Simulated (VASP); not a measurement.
# Relaxed cell of Sn: a test of cutoff and mesh

Aim: test the relaxed volume of Sn against cutoff and mesh. The starting structure is a measured crystal structure from the Crystallography Open Database. The first relaxation on each setting starts from this cell expanded by 3 % in volume.

Method: Kohn-Sham DFT with plane waves and PAW; PBEsol, in VASP 6.6.1.

The database entry behind the starting cell differs from later determinations by our own check (about 0.15 % long, nanocrystals), so it need not match the best structure at ambient conditions.

**1. Starting point**

Symmetry: I4_1/amd, No. 141, tetragonal system. Conventional cell: a = 5.839 Å, b = 5.839 Å, c = 3.188 Å, α = 90.00°, β = 90.00°, γ = 90.00°. Nearest to Sn lie 6 Sn at 3.03 to 3.19 Å.

As a file:

```cif
data_structure
_symmetry_space_group_name_H-M 'P 1'
_symmetry_Int_Tables_number 1
_cell_length_a 4.4259
_cell_length_b 4.4259
_cell_length_c 4.4259
_cell_angle_alpha 97.451
_cell_angle_beta 97.451
_cell_angle_gamma 137.787
_cell_volume 54.34
loop_
_atom_site_label
_atom_site_type_symbol
_atom_site_fract_x
_atom_site_fract_y
_atom_site_fract_z
_atom_site_occupancy
Sn1 Sn 0.75000 0.25000 0.50000 1
Sn2 Sn 0.00000 0.00000 0.00000 1
```

**2. Reference relaxation**

This run starts from the cell of an earlier relaxation, which isn't shown; the restart sets up the plane waves anew.

Contents of INCAR:

```
SYSTEM = Sn
PREC = Accurate
ENCUT = 450
EDIFF = 1E-06
NELM = 100
ISMEAR = 1
SIGMA = 0.15
LREAL = .FALSE.
ALGO = Normal
GGA = PS
NBANDS = 20
LORBIT = 11
LWAVE = .FALSE.
LCHARG = .FALSE.
KPAR = 4
IBRION = 2
NSW = 50
ISIF = 3
EDIFFG = -0.006
```

Contents of POSCAR:

```
Sn
1.0
   -2.9196668904      2.9196668904      1.5751973247
    2.9196668904     -2.9196668904      1.5751973247
    2.9196668904      2.9196668904     -1.5751973247
Sn
2
Direct
    0.7500000000      0.2500000000      0.5000000000
    0.0000000000      0.0000000000      0.0000000000
```

Contents of KPOINTS:

```
Automatic mesh
0
Gamma
16 16 16
0 0 0
```

PAW data sets: Sn_d (PBE family, release 64).

Command:

```bash
$ mpirun -np 4 vasp_std
```

Output:

```text
[banner, memory and clock lines left out]
running    4 mpi-ranks, on    1 nodes
 distrk:  each k-point on    1 cores,    4 groups
 distr:  one band on    1 cores,    1 groups

 POSCAR found type information on POSCAR Sn
 POSCAR found :  1 types and       2 ions
|                                                                             |
|               ----> ADVICE to this user running VASP <----                  |
|                                                                             |
|     You enforced a specific xc type in the INCAR file but a different       |
|     [... a line on the potential file left out ...]
|     I HOPE YOU KNOW WHAT YOU ARE DOING!                                     |
|                                                                             |

 LDA part: xc-table for (Slater+PW92), standard interpolation
 POSCAR, INCAR and KPOINTS ok, starting setup
 FFT: planning ... GRIDC
 FFT: planning ... GRID_SOFT
 FFT: planning ... GRID
 WAVECAR not read
 entering main loop
       N       E                     dE             d eps       ncg     rms          rms(c)
DAV:   1     0.206823878081E+03    0.20682E+03   -0.13499E+04 14140   0.201E+03
DAV:   2     0.116976774934E+02   -0.19513E+03   -0.19164E+03 14052   0.429E+02
DAV:   3    -0.794729628811E+01   -0.19645E+02   -0.19484E+02 15896   0.132E+02
DAV:   4    -0.854278383882E+01   -0.59549E+00   -0.59508E+00 15816   0.256E+01
DAV:   5    -0.856716832540E+01   -0.24384E-01   -0.24384E-01 19440   0.480E+00    0.247E+00
DAV:   6    -0.853359447962E+01    0.33574E-01   -0.51527E-02 18992   0.339E+00    0.133E+00
DAV:   7    -0.852342524860E+01    0.10169E-01   -0.25802E-02 19076   0.237E+00    0.193E-01
DAV:   8    -0.852285839990E+01    0.56685E-03   -0.22125E-03 17664   0.675E-01    0.319E-02
DAV:   9    -0.852286390450E+01   -0.55046E-05   -0.62646E-05 18900   0.734E-02    0.142E-02
DAV:  10    -0.852286318077E+01    0.72373E-06   -0.50798E-06 16472   0.288E-02
   1 F= -.85228632E+01 E0= -.85227550E+01  d E =-.852286E+01
 curvature:   0.00 expect dE= 0.000E+00 dE for cont linesearch  0.000E+00
 trial: gam= 0.00000 g(F)=  0.203E-47 g(S)=  0.228E-04 ort = 0.000E+00 (trialstep = 0.100E+01)
 search vector abs. value=  0.228E-04
 bond charge predicted
       N       E                     dE             d eps       ncg     rms          rms(c)
DAV:   1    -0.852328185545E+01   -0.41795E-03   -0.89102E-03 16408   0.149E+00    0.110E-01
DAV:   2    -0.852295354795E+01    0.32831E-03   -0.61813E-04 17140   0.403E-01    0.502E-02
DAV:   3    -0.852287035451E+01    0.83193E-04   -0.23307E-04 19260   0.236E-01    0.745E-03
DAV:   4    -0.852286469319E+01    0.56613E-05   -0.13577E-05 16532   0.443E-02    0.227E-03
DAV:   5    -0.852286395245E+01    0.74074E-06   -0.41417E-07  8840   0.848E-03
   2 F= -.85228640E+01 E0= -.85227586E+01  d E =-.771681E-06
 trial-energy change:   -0.000001  1 .order   -0.000001   -0.000023    0.000020
 step:   0.5324(harm=  0.5324)  dis= 0.00000  next Energy=    -8.522869 (dE=-0.607E-05)
 bond charge predicted
       N       E                     dE             d eps       ncg     rms          rms(c)
DAV:   1    -0.852295767349E+01   -0.92980E-04   -0.19405E-03 16356   0.695E-01    0.514E-02
DAV:   2    -0.852288404307E+01    0.73630E-04   -0.13564E-04 16976   0.189E-01    0.235E-02
DAV:   3    -0.852286652061E+01    0.17522E-04   -0.50661E-05 18924   0.110E-01    0.356E-03
DAV:   4    -0.852286673495E+01   -0.21434E-06   -0.27524E-06 12484   0.205E-02
   3 F= -.85228667E+01 E0= -.85227601E+01  d E =-.355418E-05
 curvature:  -0.27 expect dE=-0.654E-07 dE for cont linesearch -0.375E-09
 trial: gam= 0.01862 g(F)=  0.145E-47 g(S)=  0.246E-06 ort =-0.179E-06 (trialstep = 0.906E+00)
 search vector abs. value=  0.247E-06
 reached required accuracy - stopping structural energy minimisation
```

It took 1.8 min on 4 MPI ranks of Intel Xeon Platinum 8259CL at 2.50GHz (Skylake/Cascade Lake), shared host; peak memory 1.4 GiB.

The logs omit lines about the potential files and the build; timing stands in the text.

Parts of OUTCAR (step 2):

```text
ion  position               nearest neighbor table
   1  0.750  0.250  0.500-   2 3.02   2 3.02   2 3.02   2 3.02   2 3.76   2 3.76   2 3.76   2 3.76

  LATTYP: Found a body centered tetragonal cell.
 ALAT       =     5.8393337808
 C/A-ratio  =     0.5395126855

 Subroutine GETGRP returns: Found 16 space group operations
 (whereof  8 operations were pure point group operations)

The static configuration has the point symmetry D_2d.
 The point group associated with its full space group is D_4h.

 Found    349 irreducible k-points:

   k-points           NKPTS =    349   k-points in BZ     NKDIM =    349   number of bands    NBANDS=     20

   dimension x,y,z NGX =    32 NGY =   32 NGZ =   32
   dimension x,y,z NGXF=    64 NGYF=   64 NGZF=   64

   ENCUT  =  450.0 eV  33.07 Ry    5.75 a.u.   7.64  7.64  7.64*2*pi/ulx,y,z

   NELECT =      28.0000    total number of electrons

 k-points in reciprocal lattice and weights: Automatic mesh
   0.00000000  0.00000000  0.00000000       0.000
   0.06250000  0.00000000  0.00000000       0.002
   0.12500000  0.00000000  0.00000000       0.002
   0.18750000  0.00000000  0.00000000       0.002
   0.25000000  0.00000000  0.00000000       0.002
   0.31250000  0.00000000 -0.00000000       0.002
   0.37500000  0.00000000  0.00000000       0.002
   0.43750000  0.00000000  0.00000000       0.002
   0.50000000  0.00000000  0.00000000       0.001
[...]
-0.43750000 -0.43750000  0.43750000       0.000
   0.50000000  0.50000000  0.50000000       0.000

 average (electrostatic) potential at core
       1 -98.7918       2 -98.7918

 E-fermi :   7.9418

 k-point     1 :       0.0000    0.0000    0.0000
  band No.  band energies     occupation
    ...
     10     -13.1173      2.00000
     11      -3.2887      2.00000
     12       4.2118      2.00000
     13       5.8935      2.00000
     14       5.8935      2.00000
     15      10.8386     -0.00000
     16      14.1178      0.00000
     17      14.1178      0.00000
     18      14.9844      0.00000
     19      15.0856      0.00000
    ...

 k-point     2 :       0.0625    0.0000    0.0000
  band No.  band energies     occupation
    ...
     10     -13.1201      2.00000
     11      -3.2098      2.00000
     12       4.0902      2.00000
     13       5.9011      2.00000
     14       6.1662      2.00000
     15      10.9717      0.00000
     16      13.7522      0.00000
     17      14.1288      0.00000
     18      14.3225      0.00000
     19      14.3751      0.00000
    ...

 k-point     3 :       0.1250    0.0000    0.0000
  band No.  band energies     occupation
    ...
     10     -13.1277      2.00000
     11      -2.9729      2.00000
     12       3.8767      2.00000
     13       5.9315      2.00000
     14       6.8268      2.00000
     15      11.3580      0.00000
     16      12.4331      0.00000
     17      12.9142      0.00000
     18      13.5049      0.00000
     19      14.0646      0.00000
    ...

  Total       -0.0020741     -0.0020741      0.0012557      0.0000000      0.0000000      0.0000000
  in kB       -0.0618329     -0.0618329      0.0374338      0.0000000      0.0000000      0.0000000
  external PRESSURE =      -0.0287440 kB  Pullay stress =       0.0000000 kB

  energy-cutoff  :      450.00
  volume of cell :       53.74
      direct lattice vectors                 reciprocal lattice vectors
    -2.920043583  2.920043583  1.575749059     0.000000000  0.171230321  0.317309407
     2.920043583 -2.920043583  1.575749059     0.171230321  0.000000000  0.317309407
     2.920043583  2.920043583 -1.575749059     0.171230321  0.171230321  0.000000000

 POSITION                                       TOTAL-FORCE (eV/Angst)
 -----------------------------------------------------------------------------------
      0.00000      2.92004      0.78787        -0.000000      0.000000     -0.000000
      0.00000     -0.00000      0.00000         0.000000     -0.000000      0.000000
 -----------------------------------------------------------------------------------
    total drift:                               -0.000000     -0.000000      0.000000

  FREE ENERGIE OF THE ION-ELECTRON SYSTEM (eV)
  ---------------------------------------------------
  free  energy   TOTEN  =        -8.5228667350 eV

  energy  without entropy=       -8.5225467454  energy(sigma->0) =       -8.52276007

 reached required accuracy - stopping structural energy minimisation

 total charge
# of ion       s       p       d       tot
------------------------------------------
    1        1.230   1.020   9.979  12.230
    2        1.230   1.020   9.979  12.230
--------------------------------------------------
tot          2.461   2.041  19.957  24.459

[... 3 further parts left out ...]
```

CONTCAR:

```
Sn
   1.00000000000000
    -2.9200435828377600    2.9200435828377600    1.5757490591954257
     2.9200435828377600   -2.9200435828377600    1.5757490591954257
     2.9200435828377600    2.9200435828377600   -1.5757490591954257
  Sn
     2
Direct
     0.7500000000000000    0.2500000000000000    0.5000000000000000
     0.0000000000000000    0.0000000000000000    0.0000000000000000
```

The PAW data sets were made with PBE, which is usual practice but a small mismatch for other functionals. The run keeps the 16 symmetry operations of its start, so it cannot find a distortion of lower symmetry.

The reference relaxation ends at 26.872 Å³ an atom.

**3. Relaxation with a cutoff of 240 eV**

Against step 2 the input has ENCUT = 240. This run starts from the cell of an earlier relaxation, which isn't shown; the restart sets up the plane waves anew.

INCAR: that of step 2 with these lines changed.

```diff
@@ -2,3 +2,3 @@
 PREC = Accurate
-ENCUT = 450
+ENCUT = 240
 EDIFF = 1E-06
```

Contents of POSCAR:

```
Sn
1.0
   -2.9130832532      2.9130832532      1.5742569025
    2.9130832532     -2.9130832532      1.5742569025
    2.9130832532      2.9130832532     -1.5742569025
Sn
2
Direct
    0.7500000000      0.2500000000      0.5000000000
    0.0000000000      0.0000000000      0.0000000000
```

KPOINTS is that of step 2.

Command:

```bash
$ mpirun -np 4 vasp_std
```

Output:

```text
[banner, memory and clock lines left out]
running    4 mpi-ranks, on    1 nodes
[...]
[... a notice as in an earlier step ...]

 LDA part: xc-table for (Slater+PW92), standard interpolation
 POSCAR, INCAR and KPOINTS ok, starting setup
[...]
entering main loop
       N       E                     dE             d eps       ncg     rms          rms(c)
DAV:   1     0.165393063116E+03    0.16539E+03   -0.99800E+03 14312   0.135E+03
DAV:   2     0.449701544737E+01   -0.16090E+03   -0.15811E+03 14324   0.326E+02
DAV:   3    -0.830743841658E+01   -0.12804E+02   -0.12731E+02 15980   0.982E+01
DAV:   4    -0.855517904314E+01   -0.24774E+00   -0.24759E+00 15484   0.150E+01
[...]
DAV:   8    -0.852000171130E+01    0.55953E-03   -0.21931E-03 17356   0.631E-01    0.261E-02
DAV:   9    -0.852000229334E+01   -0.58205E-06   -0.53663E-05 17136   0.770E-02    0.118E-02
DAV:  10    -0.852000239274E+01   -0.99400E-07   -0.33079E-06 14928   0.148E-02
   1 F= -.85200024E+01 E0= -.85199158E+01  d E =-.852000E+01
[... from here on, the cycles between the ionic steps are left out ...]
   2 F= -.85202830E+01 E0= -.85202048E+01  d E =-.280622E-03
   3 F= -.85206734E+01 E0= -.85205918E+01  d E =-.671014E-03
   4 F= -.85206794E+01 E0= -.85205905E+01  d E =-.598801E-05
 trial-energy change:   -0.000006  1 .order   -0.000007   -0.000011   -0.000003
 step:   1.3532(harm=  1.3532)  dis= 0.00000  next Energy=    -8.520681 (dE=-0.788E-05)
 reached required accuracy - stopping structural energy minimisation
```

It took 41 s on 4 MPI ranks; peak memory 0.83 GiB; 2.7 min of CPU time.

Parts of OUTCAR (step 3):

```text
  Total        0.0029513      0.0029513     -0.0057469      0.0000000      0.0000000      0.0000000
  in kB        0.0891537      0.0891537     -0.1736020      0.0000000      0.0000000      0.0000000
  external PRESSURE =       0.0015685 kB  Pullay stress =       0.0000000 kB

 POSITION                                       TOTAL-FORCE (eV/Angst)
 -----------------------------------------------------------------------------------
      0.00000      2.90689      0.78459        -0.000000      0.000000     -0.000000
      5.81377      0.00000      0.00000         0.000000     -0.000000      0.000000
 -----------------------------------------------------------------------------------
    total drift:                                0.000000      0.000000     -0.000000

  FREE ENERGIE OF THE ION-ELECTRON SYSTEM (eV)
  ---------------------------------------------------
  free  energy   TOTEN  =        -8.5206793952 eV

  energy  without entropy=       -8.5204127903  energy(sigma->0) =       -8.52059053

[... 2 parts as in an earlier step ...]

[... 2 further parts left out ...]
[key lines of the parts left out:]
E-fermi :   8.1087
```

With a cutoff of 240 eV the cell ends at 26.519 Å³ an atom, -1.31 % from the reference.

**4. Relaxation with a 9×9×9 mesh**

Against step 2 the input has a 9×9×9 mesh. This run starts from the cell of an earlier relaxation, which isn't shown; the restart sets up the plane waves anew.

INCAR: that of step 3 with these lines changed.

```diff
@@ -2,3 +2,3 @@
 PREC = Accurate
-ENCUT = 240
+ENCUT = 450
 EDIFF = 1E-06
```

Contents of POSCAR:

```
Sn
1.0
   -2.9182846499      2.9182846499      1.5783302414
    2.9182846499     -2.9182846499      1.5783302414
    2.9182846499      2.9182846499     -1.5783302414
Sn
2
Direct
    0.7500000000      0.2500000000      0.5000000000
    0.0000000000      0.0000000000      0.0000000000
```

Contents of KPOINTS:

```
Automatic mesh
0
Gamma
9 9 9
0 0 0
```

Command:

```bash
$ mpirun -np 4 vasp_std
```

Output:

```text
[... set-up lines as in an earlier step ...]
 entering main loop
       N       E                     dE             d eps       ncg     rms          rms(c)
DAV:   1     0.207031320666E+03    0.20703E+03   -0.13478E+04  3040   0.201E+03
DAV:   2     0.117196191368E+02   -0.19531E+03   -0.19173E+03  3012   0.429E+02
DAV:   3    -0.794479189456E+01   -0.19664E+02   -0.19538E+02  3436   0.132E+02
DAV:   4    -0.853261674929E+01   -0.58782E+00   -0.58735E+00  3404   0.256E+01
[...]
DAV:   8    -0.851279215820E+01    0.56254E-03   -0.22832E-03  3844   0.684E-01    0.310E-02
DAV:   9    -0.851279723837E+01   -0.50802E-05   -0.65073E-05  4004   0.754E-02    0.142E-02
DAV:  10    -0.851279659810E+01    0.64027E-06   -0.52939E-06  3648   0.286E-02
   1 F= -.85127966E+01 E0= -.85122513E+01  d E =-.851280E+01
[...]
N       E                     dE             d eps       ncg     rms          rms(c)
DAV:   1    -0.851298665386E+01   -0.18942E-03   -0.41135E-03  3588   0.977E-01    0.738E-02
DAV:   2    -0.851284065352E+01    0.14600E-03   -0.29195E-04  3712   0.276E-01    0.345E-02
DAV:   3    -0.851280046327E+01    0.40190E-04   -0.10973E-04  4132   0.161E-01    0.567E-03
DAV:   4    -0.851279744695E+01    0.30163E-05   -0.79759E-06  3428   0.339E-02    0.171E-03
DAV:   5    -0.851279707839E+01    0.36855E-06   -0.26538E-07  1848   0.714E-03
   2 F= -.85127971E+01 E0= -.85122668E+01  d E =-.480288E-06
 trial-energy change:   -0.000000  1 .order   -0.000001   -0.000012    0.000009
 step:   0.5638(harm=  0.5638)  dis= 0.00000  next Energy=    -8.512800 (dE=-0.339E-05)
[...]
N       E                     dE             d eps       ncg     rms          rms(c)
DAV:   1    -0.851283396797E+01   -0.36521E-04   -0.78127E-04  3556   0.425E-01    0.322E-02
DAV:   2    -0.851280514023E+01    0.28828E-04   -0.55752E-05  3688   0.120E-01    0.151E-02
DAV:   3    -0.851279792830E+01    0.72119E-05   -0.20756E-05  3984   0.703E-02    0.254E-03
DAV:   4    -0.851279825623E+01   -0.32793E-06   -0.13028E-06  1940   0.146E-02
   3 F= -.85127983E+01 E0= -.85122616E+01  d E =-.165813E-05
[...]
reached required accuracy - stopping structural energy minimisation
```

Wall time 19 s (4 MPI ranks); peak memory 0.83 GiB; 74 s of CPU time.

OUTCAR, selected parts (step 4):

```text
  Total       -0.0058804     -0.0058804     -0.0027686      0.0000000      0.0000000      0.0000000
  in kB       -0.1751550     -0.1751550     -0.0824657      0.0000000      0.0000000      0.0000000
  external PRESSURE =      -0.1442586 kB  Pullay stress =       0.0000000 kB

 POSITION                                       TOTAL-FORCE (eV/Angst)
 -----------------------------------------------------------------------------------
      0.00000      2.91847      0.78939        -0.000000     -0.000000      0.000000
      0.00000      0.00000      0.00000         0.000000      0.000000     -0.000000
 -----------------------------------------------------------------------------------
    total drift:                                0.000000     -0.000000      0.000000

  FREE ENERGIE OF THE ION-ELECTRON SYSTEM (eV)
  ---------------------------------------------------
  free  energy   TOTEN  =        -8.5127982562 eV

  energy  without entropy=       -8.5111882268  energy(sigma->0) =       -8.51226158

[... 1 part as in an earlier step ...]

[... 3 further parts left out ...]
[key lines of the parts left out:]
E-fermi :   7.9447
```

With a 9×9×9 mesh the cell ends at 26.895 Å³ an atom, +0.09 % from the reference.

(Continued in part 2 of 2.)

[Lines on the potential files, build, host, timing and source positions are cut from VASP's logs without a mark.]

[Logs are printed without paths, hosts, clocks, repeated set-up lines and the standing remarks that a program may print on its own settings, such as how far it seeks lower states.]

[Hosts, paths, dates, database ids (printed as entryN), source tags and the programs' standing remarks are cut or masked in the printed files.]
